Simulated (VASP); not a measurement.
An input for Quantum ESPRESSO's pw.x (written as the equivalent of a VASP run, and not itself run):

```
&CONTROL
  calculation = 'scf'
  pseudo_dir = './pseudo'
  outdir = './out'
  tprnfor = .true.
  tstress = .true.
/
&SYSTEM
  ibrav = 0
  nat = 2
  ntyp = 2
  ecutwfc = 84
  occupations = 'smearing'
  smearing = 'gaussian'
  degauss = 0.000735
  input_dft = 'pbe'
/
&ELECTRONS
  conv_thr = 7.3e-10
  electron_maxstep = 100
/
ATOMIC_SPECIES
  Li 6.940 Li.upf
  F 18.998 F.upf
CELL_PARAMETERS angstrom
     0.0000000    2.0673610    2.0673610
     2.0673610    0.0000000    2.0673610
     2.0673610    2.0673610    0.0000000
ATOMIC_POSITIONS crystal
  Li   0.0000000  0.0000000  0.0000000
  F    0.5000000  0.5000000  0.5000000
K_POINTS automatic
  4 4 4 0 0 0
```

### Question
Write the VASP files for the same calculation (PBE).

### Answer
This is not unique; one that fits is 
### POSCAR
```
LiF
2.923690
  0.0000000000   0.7071067726   0.7071067726
  0.7071067726   0.0000000000   0.7071067726
  0.7071067726   0.7071067726   0.0000000000
Li F
1 1
Cartesian
  0.0000000000   0.0000000000   0.0000000000
  0.7071067726   0.7071067726   0.7071067726
```

File KPOINTS:
```
Automatic mesh
0
Gamma
4 4 4
0 0 0
```

**INCAR**
```
SIGMA  =  0.01   ! width (eV)
EDIFF  =  1E-8   ! SCF stop (eV)
LREAL  =  .FALSE.   ! projection in real space or not
SYSTEM  =  LiF
GGA  =  PE
NELM  =  100   ! most electronic steps
ISMEAR  =  0   ! Gaussian
LWAVE  =  .TRUE.
ALGO  =  Normal   ! blocked Davidson
LCHARG  =  .FALSE.
PREC  =  Normal
ENCUT  =  500
LASPH  =  .TRUE.   ! aspherical one-centre terms
```

POTCAR, in this order: Li_sv_GW F_GW_new (PBE.64 set). Program: vasp_std.

Limits of the translation: the potentials are each code's own (VASP's PAW set, PseudoDojo norm-conserving files in pw.x), so ENCUT and ecutwfc are chosen apart and not converted; conv_thr bounds pw.x's estimated SCF error, while EDIFF bounds the energy change between steps.

The compound is LiF in the rock salt structure. This cell is one point of a volume scan, at 1.08 of the reference volume. The k-mesh is coarse (spacing up to 0.66 per Å, 2π included), so the numbers may not be converged in it.
